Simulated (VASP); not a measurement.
# Tl3Mo (Im-3m) in VASP: a series of runs

Runs on Tl3Mo. Level: PBE. Tasks: single point, relaxation of cell and atoms.

Program: VASP 6.6.1. These are calculated values, not measurements. Logs are shortened: lines on timing, memory, paths and dates and some standing lists are left out, and cuts for length are marked.

## 1. The cell of the first run

Symmetry: Im-3m, No. 229, cubic system. The conventional cell has a = 6.160 Å, b = 6.160 Å, c = 6.160 Å, α = 90.00°, β = 90.00°, γ = 90.00°. Around Tl (site symmetry 4/mmm) lie 4 Tl at 3.08 Å and 2 Mo at 3.08 Å. Around Mo (site symmetry m-3m) lie 6 Tl at 3.08 Å.

The cell was built by a generator and needn't be a form met in nature.

## 2. Single point, PBE (species swapped into the Sb3Au type (Im-3m, No. 229))

Contents of INCAR:

```
PREC     = Accurate       # precision mode
ENCUT    = 520            # plane-wave cutoff, eV
EDIFF    = 1E-6           # SCF threshold, eV
ISMEAR   = 0              # smearing method
SIGMA    = 0.1            # smearing width, eV
LREAL    = F              # projectors in reciprocal space
LASPH    = T              # aspherical terms in the spheres
NELM     = 60             # most SCF steps
ALGO     = Fast           # electronic algorithm
ISIF     = 2              # what is computed and relaxed
LWAVE    = F              # write WAVECAR
LCHARG   = F              # write CHGCAR
GGA      = PE             # functional
NBANDS   = 34             # bands
```

Contents of KPOINTS:

```
regular mesh
0
Gamma
  4 4 4
```

Contents of POSCAR:

```
Tl3Mo
1.0
   -3.0801699700      3.0801699700      3.0801699700
    3.0801699700     -3.0801699700      3.0801699700
    3.0801699700      3.0801699700     -3.0801699700
Tl Mo
3 1
Direct
    0.0000000000      0.5000000000      0.5000000000
    0.5000000000      0.0000000000      0.5000000000
    0.5000000000      0.5000000000      0.0000000000
    0.0000000000      0.0000000000      0.0000000000
```

Potentials or basis: VASP PAW PBE potentials, release 64 (Tl_d, Mo_sv).

Launch:

```
$ cat potpaw_PBE.64/Tl_d/POTCAR potpaw_PBE.64/Mo_sv/POTCAR > POTCAR
$ mpirun -np 1 vasp_std > vasp.out
```

OUTCAR:

```text
PREC = Accurate
   ENCUT = 520
   EDIFF = 1E-6
   ISMEAR = 0
   LREAL = F
   LASPH = T
   NELM = 60
   ISIF = 2
   GGA = PE

 ion  position               nearest neighbor table
   1  0.000  0.500  0.500-   2 3.08   3 3.08   4 3.08   4 3.08   3 3.08   2 3.08
   2  0.500  0.000  0.500-   1 3.08   3 3.08   4 3.08   3 3.08   4 3.08   1 3.08
   3  0.500  0.500  0.000-   1 3.08   2 3.08   4 3.08   2 3.08   1 3.08   4 3.08
   4  0.000  0.000  0.000-   1 3.08   2 3.08   3 3.08   1 3.08   2 3.08   3 3.08

  LATTYP: Found a body centered cubic cell.
 ALAT       =     6.1603399400

  Lattice vectors:

 A1 = (  -3.0801699700,   3.0801699700,   3.0801699700)
 A2 = (   3.0801699700,  -3.0801699700,   3.0801699700)
 A3 = (   3.0801699700,   3.0801699700,  -3.0801699700)

Analysis of symmetry for initial positions (statically):
=====================================================================
 Subroutine PRICEL returns:
 Original cell was already a primitive cell.

 Routine SETGRP: Setting up the symmetry group for a
 body centered cubic supercell.

 Subroutine GETGRP returns: Found 48 space group operations
 (whereof 48 operations were pure point group operations)
 out of a pool of 48 trial point group operations.

The static configuration has the point symmetry O_h .

Analysis of symmetry for dynamics (positions and initial velocities):
=====================================================================
 Subroutine PRICEL returns:
 Original cell was already a primitive cell.

 Routine SETGRP: Setting up the symmetry group for a
 body centered cubic supercell.

 Subroutine GETGRP returns: Found 48 space group operations
 (whereof 48 operations were pure point group operations)
 out of a pool of 48 trial point group operations.

The dynamic configuration has the point symmetry O_h .

 Subroutine INISYM returns: Found 48 space group operations
 (whereof 48 operations are pure point group operations),
 and found     1 'primitive' translations

----------------------------------------------------------------------------------------

                                     Primitive cell

  volume of cell :     116.8918

  direct lattice vectors                    reciprocal lattice vectors
    -3.080169970  3.080169970  3.080169970     0.000000000  0.162328704  0.162328704
     3.080169970 -3.080169970  3.080169970     0.162328704  0.000000000  0.162328704
     3.080169970  3.080169970 -3.080169970     0.162328704  0.162328704  0.000000000

  length of vectors
     5.335010884  5.335010884  5.335010884     0.229567455  0.229567455  0.229567455

  position of ions in fractional coordinates (direct lattice)
     0.000000000  0.500000000  0.500000000
     0.500000000  0.000000000  0.500000000
     0.500000000  0.500000000  0.000000000
     0.000000000  0.000000000  0.000000000

  ion indices of the primitive-cell ions
   primitive index   ion index
                 1           1
                 2           2
                 3           3
                 4           4

----------------------------------------------------------------------------------------

 KPOINTS: regular mesh

Automatic generation of k-mesh.
 Grid dimensions read from file:
 generate k-points for:    4    4    4

 Generating k-lattice:

  Cartesian coordinates                     Fractional coordinates (reciprocal lattice)
     0.000000000  0.040582176  0.040582176     0.250000000  0.000000000  0.000000000
     0.040582176  0.000000000  0.040582176     0.000000000  0.250000000  0.000000000
     0.040582176  0.040582176  0.000000000     0.000000000  0.000000000  0.250000000

  Length of vectors
     0.057391864  0.057391864  0.057391864

  Shift w.r.t. Gamma in fractional coordinates (k-lattice)
     0.000000000  0.000000000  0.000000000

 Subroutine IBZKPT returns following result:
 ===========================================

 Found      8 irreducible k-points:

 Following reciprocal coordinates:
            Coordinates               Weight
  0.000000  0.000000  0.000000      1.000000
  0.250000  0.000000  0.000000     12.000000
  0.500000  0.000000  0.000000      6.000000
  0.250000  0.250000  0.000000     24.000000
  0.250000  0.250000  0.250000      2.000000
 -0.250000  0.250000  0.250000      6.000000
  0.500000  0.500000  0.250000     12.000000
  0.500000  0.500000  0.500000      1.000000
   k-points           NKPTS =      8   k-points in BZ     NKDIM =      8   number of bands    NBANDS=     34
   number of dos      NEDOS =    301   number of ions     NIONS =      4
   total plane-waves  NPLWV =  64000
   dimension x,y,z NGX =    40 NGY =   40 NGZ =   40
   dimension x,y,z NGXF=    80 NGYF=   80 NGZF=   80
   ions per type =               3   1
   NGX,Y,Z   is equivalent  to a cutoff of  12.46, 12.46, 12.46 a.u.
   NGXF,Y,Z  is equivalent  to a cutoff of  24.93, 24.93, 24.93 a.u.
 SYSTEM =  unknown system
   PREC   = accura    normal or accurate (medium, high low for compatibility)
   ISTART =      0    job   : 0-new  1-cont  2-samecut
   ICHARG =      2    charge: 1-file 2-atom 10-const
   ISPIN  =      1    spin polarized calculation?
   LNONCOLLINEAR =      F non collinear calculations
   LSORBIT =      F    spin-orbit coupling
   LASPH  =      T    aspherical Exc in radial PAW
   ENCUT  =  520.0 eV  38.22 Ry    6.18 a.u.   9.92  9.92  9.92*2*pi/ulx,y,z
   NELM   =     60;   NELMIN=  2; NELMDL= -5     # of ELM steps
   EDIFF  = 0.1E-05   stopping-criterion for ELM
   LREAL  =      F    real-space projection
   EDIFFG = 0.1E-04   stopping-criterion for IOM
   NSW    =      0    number of steps for IOM
   IBRION =     -1    ionic relax: 0-MD 1-quasi-New 2-CG
   NFREE  =      0    steps in history (QN), initial steepest desc. (CG)
   ISIF   =      2    stress and relaxation
   ISYM   =      2    0-nonsym 1-usesym 2-fastsym
   POTIM  = 0.5000    time-step for ionic-motion
   TEBEG  =    0.0;   TEEND  =   0.0 temperature during run
   PSTRESS=    0.0 pullay stress
   NELECT =      53.0000    total number of electrons
   NUPDOWN=      -1.0000    fix difference up-down
   EMIN   =  10.00;   EMAX   =-10.00  energy-range for DOS
   EFERMI =   0.00;   METHOD = LEGACY
   ISMEAR =     0;   SIGMA  =   0.10  broadening in eV -4-tet -1-fermi 0-gaus
   EFERMI_NEDOS =   21; number of points for ismear=-14 and -15
   IALGO  =     68    algorithm
   IMIX   =      4    mixing-type and parameters
     AMIX     =   0.40;   BMIX     =  1.00
     AMIX_MAG =   1.60;   BMIX_MAG =  1.00
  volume/ion in A,a.u.               =      29.22       197.21
  Fermi-wavevector in a.u.,A,eV,Ry     =   1.257686  2.376681 21.521331  1.581773
  Thomas-Fermi vector in A             =   2.391332
   LORBIT       =      0    0 simple, 1 ext, 2 COOP (PROOUT), +10 PAW based schemes
   GGA     = PE    functional components
   LHFCALC =     F    Hartree Fock is set to
   AEXX    =    0.0000 exact exchange contribution
   IVDW    =     0    specifies the selected vdW correction
   LEPSILON=     F    determine dielectric tensor
   LRPA    =     F    only Hartree local field effects (RPA)
 non-spin polarized calculation
 RMM-DIIS sequential band-by-band and
 Gauss-broadening in eV      SIGMA  =   0.10
  energy-cutoff  :      520.00
  volume of cell :      116.89
 maximum number of plane-waves:      3252
   NGX = 19   NGY = 19   NGZ = 19

 number of electron      53.0000007 magnetization

 Free energy of the ion-electron system (eV)
  ---------------------------------------------------
  ext. energy  EPLUGINS =         0.00000000
  ---------------------------------------------------
  free energy    TOTEN  =       -13.28378283 eV

  energy without entropy =      -13.22705365  energy(sigma->0) =      -13.25541824

 E-fermi :   5.7005     XC(G=0): -10.0052

 val. band max:        5.6649499806   @ k =   0.5000   0.5000   0.2500
 cond. band min:       5.7112593020   @ k =  -0.2500   0.2500   0.2500
 fundamental gap:      0.0463093214
 Fermi energy:         5.7005039087

 k-point     1 :       0.0000    0.0000    0.0000
  band No.  band energies     occupation
      1     -55.0336      2.00000
      2     -29.1018      2.00000
      3     -29.1018      2.00000
      4     -29.1018      2.00000
      5      -6.2820      2.00000
      6      -6.2820      2.00000
[... 26 lines left out ...]
     33       7.0924      0.00000
     34       9.2832      0.00000

 k-point     2 :       0.2500    0.0000    0.0000
  band No.  band energies     occupation
      1     -55.0336      2.00000
      2     -29.1024      2.00000
      3     -29.1022      2.00000
      4     -29.1018      2.00000
      5      -6.2335      2.00000
      6      -6.1047      2.00000
[... 26 lines left out ...]
     33       9.7148      0.00000
     34      10.8875      0.00000

 k-point     3 :       0.5000    0.0000    0.0000
  band No.  band energies     occupation
      1     -55.0336      2.00000
      2     -29.1030      2.00000
      3     -29.1026      2.00000
      4     -29.1019      2.00000
      5      -6.1930      2.00000
      6      -5.7710      2.00000
[... 26 lines left out ...]
     33       9.6240      0.00000
     34      10.9377      0.00000

 k-point     4 :       0.2500    0.2500    0.0000
  band No.  band energies     occupation
      1     -55.0336      2.00000
      2     -29.1029      2.00000
      3     -29.1024      2.00000
      4     -29.1023      2.00000
      5      -6.1093      2.00000
      6      -5.9184      2.00000
[... 26 lines left out ...]
     33      10.3062      0.00000
     34      10.4640      0.00000

 k-point     5 :       0.2500    0.2500    0.2500
  band No.  band energies     occupation
      1     -55.0336      2.00000
      2     -29.1028      2.00000
      3     -29.1028      2.00000
      4     -29.1028      2.00000
      5      -5.6976      2.00000
      6      -5.6976      2.00000
[... 26 lines left out ...]
     33      10.7223      0.00000
     34      10.7224      0.00000

 k-point     6 :      -0.2500    0.2500    0.2500
  band No.  band energies     occupation
      1     -55.0336      2.00000
      2     -29.1028      2.00000
      3     -29.1019      2.00000
      4     -29.1019      2.00000
      5      -6.2807      2.00000
      6      -6.0582      2.00000
[... 26 lines left out ...]
     33       8.9475      0.00000
     34      10.7061      0.00000

 k-point     7 :       0.5000    0.5000    0.2500
  band No.  band energies     occupation
      1     -55.0336      2.00000
      2     -29.1025      2.00000
      3     -29.1023      2.00000
      4     -29.1020      2.00000
      5      -6.2565      2.00000
      6      -5.9556      2.00000
[... 26 lines left out ...]
     33      10.6471      0.00000
     34      12.7282      0.00000

 k-point     8 :       0.5000    0.5000    0.5000
  band No.  band energies     occupation
      1     -55.0337      2.00000
      2     -29.1020      2.00000
      3     -29.1020      2.00000
      4     -29.1020      2.00000
      5      -6.3487      2.00000
      6      -6.0297      2.00000
[... 26 lines left out ...]
     33       9.2510      0.00000
     34      10.5818      0.00000

------------------------ aborting loop because EDIFF is reached ----------------------------------------

  FORCE on cell =-STRESS in cart. coord.  units (eV):
  Direction    XX          YY          ZZ          XY          YZ          ZX
  --------------------------------------------------------------------------------------
  -------------------------------------------------------------------------------------
  Total       -2.2892950     -2.2892950     -2.2892950     -0.0000000      0.0000000     -0.0000000
  in kB      -31.3782201    -31.3782201    -31.3782201     -0.0000000      0.0000000     -0.0000000
  external PRESSURE =     -31.3782201 kB  Pullay stress =       0.0000000 kB

 VOLUME and BASIS-vectors are now :
 -----------------------------------------------------------------------------
  energy-cutoff  :      520.00
  volume of cell :      116.89
      direct lattice vectors                 reciprocal lattice vectors
    -3.080169970  3.080169970  3.080169970     0.000000000  0.162328704  0.162328704
     3.080169970 -3.080169970  3.080169970     0.162328704  0.000000000  0.162328704
     3.080169970  3.080169970 -3.080169970     0.162328704  0.162328704  0.000000000

 POSITION                                       TOTAL-FORCE (eV/Angst)
 -----------------------------------------------------------------------------------
      3.08017      0.00000      0.00000         0.000000     -0.000000      0.000000
      0.00000      3.08017      0.00000        -0.000000      0.000000     -0.000000
      0.00000      0.00000      3.08017         0.000000     -0.000000      0.000000
      0.00000      0.00000      0.00000         0.000000     -0.000000      0.000000
 -----------------------------------------------------------------------------------
    total drift:                               -0.000000     -0.000000      0.000000

  FREE ENERGIE OF THE ION-ELECTRON SYSTEM (eV)
  ---------------------------------------------------
  free  energy   TOTEN  =       -13.2837828328 eV

  energy  without entropy=      -13.2270536489  energy(sigma->0) =      -13.25541824
```

Run time: 28 s. Hardware: 1 thread of Intel Xeon Platinum 8375C at 2.90GHz (Ice Lake), shared host; peak memory 0.24 GiB.

What came out:

* Free energy: -13.2838 eV
* Pressure: -3.1 GPa
* Band gap on the k mesh: none (metal or under the smearing width)

Levels at points of the mesh, in eV from the Fermi level:
| k point | band 22 | band 23 | band 24 | band 25 | band 26 | band 27 | band 28 | band 29 | band 30 | band 31 |
| --- | --- | --- | --- | --- | --- | --- | --- | --- | --- | --- |
| (0.00, 0.00, 0.00) | -3.51 | -0.16 | -0.16 | -0.16 | -0.14 | -0.14 | -0.14 | 1.34 | 1.34 | 1.39 |
| (0.50, 0.00, 0.00) | -4.04 | -1.82 | -1.61 | -1.03 | -0.16 | 0.13 | 0.69 | 1.39 | 1.45 | 3.55 |
| (0.50, 0.50, 0.50) | -3.17 | -2.35 | -2.35 | -2.35 | 0.18 | 0.18 | 0.18 | 1.08 | 1.08 | 3.55 |

Caveat: the k mesh is coarse (spacing up to 0.36 Å⁻¹), so the values aren't converged. Spin-orbit coupling is left out, which matters for the levels of Tl.

## 3. Single point, PBE (species swapped into the Sb3Au type (Im-3m, No. 229))

Contents of INCAR:

```
  ALGO = Fast
  EDIFF = 1E-6
  ENCUT = 520
  GGA = PE
  ISIF = 2
  ISMEAR = 0
  LASPH = True
  LCHARG = True
  LELF = True
  LREAL = False
  LVHAR = True
  LWAVE = False
  NBANDS = 34
  NELM = 100
  PREC = Accurate
  SIGMA = 0.1
```

Contents of KPOINTS:

```
k-points
0
Gamma
  12 12 12
```

Contents of POSCAR:

```
Tl3Mo
1.0
   -3.0084938176      3.0084938176      3.0084938176
    3.0084938176     -3.0084938176      3.0084938176
    3.0084938176      3.0084938176     -3.0084938176
Tl Mo
3 1
Direct
    0.0000000000      0.5000000000      0.5000000000
    0.5000000000      0.0000000000      0.5000000000
    0.5000000000      0.5000000000      0.0000000000
    0.0000000000      0.0000000000      0.0000000000
```

Potentials or basis: VASP PAW PBE potentials, release 64 (Tl_d, Mo_sv).

Launch:

```
$ cat potpaw_PBE.64/Tl_d/POTCAR potpaw_PBE.64/Mo_sv/POTCAR > POTCAR
$ mpirun -np 1 vasp_std > vasp.out
```

It took 3 min on 1 thread of Intel Xeon Platinum 8488C (Sapphire Rapids), shared host; peak memory 0.39 GiB.

The run converged. Its results:

```
Free energy            : -13.3061 eV
Pressure               : -0.1 GPa
Band gap on the k mesh : none (metal or under the smearing width)
```

Levels at points of the mesh, in eV from the Fermi level:
| k point | band 24 | band 25 | band 26 | band 27 | band 28 | band 29 |
| --- | --- | --- | --- | --- | --- | --- |
| (0.00, 0.00, 0.00) | -0.36 | -0.36 | -0.22 | -0.22 | -0.22 | 1.33 |
| (0.50, 0.00, 0.00) | -1.87 | -1.20 | -0.25 | 0.07 | 0.60 | 1.43 |
| (0.50, 0.50, 0.50) | -2.69 | -2.69 | 0.14 | 0.14 | 0.14 | 1.20 |

Spin-orbit coupling is left out, which matters for the levels of Tl.

[end of part 1 of 2]
